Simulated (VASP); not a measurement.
Input of a VASP 6.6.1 run:

run.py

```python
from ase.calculators.vasp import Vasp
from ase.filters import FrechetCellFilter
from ase.io import read
from ase.optimize import FIRE

atoms = read('CuB.xyz')
calc = Vasp(
    directory='calc',
    pp='PBE',
    setups='recommended',
    prec='Accurate',
    encut=600,
    ediff=1e-06,
    ismear=0,
    sigma=0.05,
    lreal=False,
    lasph=True,
    nelm=100,
    algo='Normal',
    isif=2,
    lwave=False,
    lcharg=False,
    gga='91',
    ivdw=12,
    vdw_s6=1.0,
    vdw_s8=1.9598,
    vdw_a1=0.6319,
    vdw_a2=4.5718,
    kpts=[7, 7, 7],
    gamma=True,
)
atoms.calc = calc
opt = FIRE(FrechetCellFilter(atoms), trajectory='relax.traj')
converged = opt.run(fmax=0.01, steps=40)
print('converged:', converged)

print('energy (eV):', atoms.get_potential_energy())
print('free energy (eV):', atoms.get_potential_energy(force_consistent=True))
print('forces (eV/A):')
print(atoms.get_forces())
print('stress (eV/A^3, Voigt):', atoms.get_stress())
print('Fermi level (eV):', calc.get_fermi_level())
print('cell (A, degrees):', atoms.cell.cellpar())
print('volume (A^3):', atoms.get_volume())
print('scaled positions:')
print(atoms.get_scaled_positions())
```

The input CuB.xyz:

```xyz
6
Lattice="4.1663734938 0.0000000000 0.0000000000 0.0000000000 4.1663734938 0.0000000000 0.0000000000 0.0000000000 4.1663734938" Properties=species:S:1:pos:R:3 pbc="T T T"
Cu     2.0831867469      0.0000000000      0.0000000000
Cu     0.0000000000      2.0831867469      0.0000000000
Cu     0.0000000000      0.0000000000      2.0831867469
B      0.0000000000      2.0831867469      2.0831867469
B      2.0831867469      0.0000000000      2.0831867469
B      2.0831867469      2.0831867469      0.0000000000
```

Potentials or basis: VASP PAW PBE potentials, release 64 (Cu, B).

Launch:

```bash
$ python run.py
```

**Question.** Estimate the space group after relaxing (to 0.05 Å).

**Answer.** Pm-3m (No. 221).

**Question.** Estimate the band gap on the k mesh.

**Answer.** None (metal or under the smearing width).

The path:
```
step  energy change (eV)  largest force (eV/Å)  pressure (GPa)  volume (Å³)
   1              0.0000                0.0000          -10.25        72.32
   2             -0.0173                0.0000           -9.87        72.04
   3             -0.0490                0.0000           -9.11        71.50
   4             -0.0902                0.0000           -8.05        70.72
   5             -0.1346                0.0000           -6.72        69.75
   6             -0.1759                0.0000           -5.16        68.62
   7             -0.2079                0.0000           -3.24        67.38
   8             -0.2247                0.0000           -0.88        66.09
   9             -0.2197                0.0000            2.20        64.68
  10             -0.2199                0.0000            2.17        64.69
  11             -0.2203                0.0000            2.06        64.72
  12             -0.2208                0.0000            2.00        64.76
  13             -0.2215                0.0000            1.82        64.82
  14             -0.2222                0.0000            1.73        64.89
  15             -0.2230                0.0000            1.55        64.97
  16             -0.2237                0.0000            1.31        65.06
  17             -0.2245                0.0000            1.07        65.17
  18             -0.2252                0.0000            0.81        65.30
  19             -0.2257                0.0000            0.44        65.45
  20             -0.2260                0.0000            0.08        65.63
```

Caveat: the PAW data sets were made with another functional, which shifts forces and pressure a little; pairwise dispersion overbinds metals, which lowers pressure and volume.
